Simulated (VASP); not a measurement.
OSZICAR of a VASP run on SiNi₃ (space group Pm-3m):

**OSZICAR**
```
       N       E                     dE             d eps       ncg     rms          rms(c)
DAV:   1     0.223355360118E+03    0.22336E+03   -0.12505E+04  2940   0.184E+03
DAV:   2    -0.119440199958E+02   -0.23530E+03   -0.22725E+03  2942   0.393E+02
DAV:   3    -0.312790111174E+02   -0.19335E+02   -0.18488E+02  3100   0.144E+02
DAV:   4    -0.318538477897E+02   -0.57484E+00   -0.56962E+00  3574   0.242E+01
DAV:   5    -0.318713075476E+02   -0.17460E-01   -0.17450E-01  3644   0.374E+00    0.213E+01
DAV:   6    -0.311009442357E+02    0.77036E+00   -0.53036E+01  3396   0.123E+02    0.158E+01
DAV:   7    -0.280390055495E+02    0.30619E+01   -0.15182E+01  3262   0.684E+01    0.476E+00
DAV:   8    -0.279787774561E+02    0.60228E-01   -0.81201E-01  3266   0.748E+00    0.164E+00
DAV:   9    -0.279559971190E+02    0.22780E-01   -0.41631E-02  3904   0.289E+00    0.654E-01
DAV:  10    -0.279542050930E+02    0.17920E-02   -0.39828E-03  3594   0.540E-01    0.443E-01
DAV:  11    -0.279523348046E+02    0.18703E-02   -0.97558E-04  4434   0.357E-01    0.138E-01
DAV:  12    -0.279522217090E+02    0.11310E-03   -0.40850E-04  4310   0.190E-01    0.361E-02
DAV:  13    -0.279522179731E+02    0.37359E-05   -0.55489E-05  3322   0.886E-02    0.131E-02
DAV:  14    -0.279522179025E+02    0.70546E-07   -0.47040E-06  3032   0.224E-02
   1 F= -.27952218E+02 E0= -.27951220E+02  d E =-.199560E-02  mag=    -0.0000     0.0000    -0.0000
       N       E                     dE             ncg
       N       E                     dE             ncg
```

Question: Which electronic solver shows in the log?

Answer: It is blocked Davidson (ALGO = Normal, or the opening steps of other solvers). The INCAR had ALGO = Normal.

Question: How was spin treated?

Answer: With non-collinear spinors: mag has three components.

Question: Can the final energy be trusted as converged?

Answer: The run converged. It stopped with EDIFF = 1E-6, NELM = 100 (LDA (Ceperley-Alder, Perdew-Zunger) with spin-orbit coupling, plane waves, VASP's LDA PAW potentials (set 64)).

The structure comes from a computed database's SiNi3 entry (Pm-3m); how it stands against other phases isn't given here. It was relaxed first.
